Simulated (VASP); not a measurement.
Write the native input for VASP 6.6.1 that does the following.

```
Task                   : single point
Functional             : LDA
Potentials or basis    : VASP PAW LDA potentials, release 64 (Cs_sv, Ca_sv, H)
Cutoff                 : 520 eV
k mesh                 : 6 × 6 × 6
Occupations            : gaussian, width 0.01 eV
Spin                   : no spin polarisation
Dipole correction      : no
Further INCAR settings : ALGO = Fast; EDIFF = 1e-07; NBANDS = 19
```

The structure of CsCaH3 lies in POSCAR:

```
CsCaH3
1.0
    4.6211860000      0.0000000000      0.0000000000
    0.0000000000      4.6211860000      0.0000000000
    0.0000000000      0.0000000000      4.6211860000
Cs Ca H
1 1 3
Direct
    0.0000000000      0.0000000000      0.0000000000
    0.5000000000      0.5000000000      0.5000000000
    0.5000000000      0.0000000000      0.5000000000
    0.0000000000      0.5000000000      0.5000000000
    0.5000000000      0.5000000000      0.0000000000
```

The cell comes from a database or a generator and needn't be the stable form of this composition.

One way to write it, as run:

INCAR

```
SYSTEM = CsCaH3
PREC     = Accurate       ! precision mode
ENCUT    = 520            ! plane-wave cutoff, eV
EDIFF    = 1E-7           ! SCF threshold, eV
ISMEAR   = 0              ! smearing method
SIGMA    = 0.01           ! smearing width, eV
LREAL    = .FALSE.        ! projectors in reciprocal space
LASPH    = .TRUE.         ! aspherical terms in the spheres
NELM     = 100            ! most SCF steps
ALGO     = Fast           ! electronic algorithm
ISIF     = 2              ! what is computed and relaxed
LWAVE    = .FALSE.        ! write WAVECAR
LCHARG   = .FALSE.        ! write CHGCAR
GGA      = CA             ! functional
NBANDS   = 19             ! bands
```

KPOINTS

```
Automatic mesh
0
G
  6 6 6
  0 0 0
```

Potentials or basis: VASP PAW LDA potentials, release 64 (Cs_sv, Ca_sv, H).

Launch:

```bash
$ cat potpaw_LDA.64/Cs_sv/POTCAR potpaw_LDA.64/Ca_sv/POTCAR potpaw_LDA.64/H/POTCAR > POTCAR
$ mpirun -np 1 vasp_std > vasp.out
```

Results of the run:

| Quantity | Value |
| --- | --- |
| Pressure | -2.3 GPa |
| Band gap on the k mesh | 2.79 eV, direct |

Caveat: spin-orbit coupling is left out, which moves the levels of the heavy elements.

It took 40 s on 1 thread of Intel(R) Xeon(R) Platinum 8375C CPU @ 2.90GHz (Ice Lake) (shared host), peak memory 0.19 GiB.
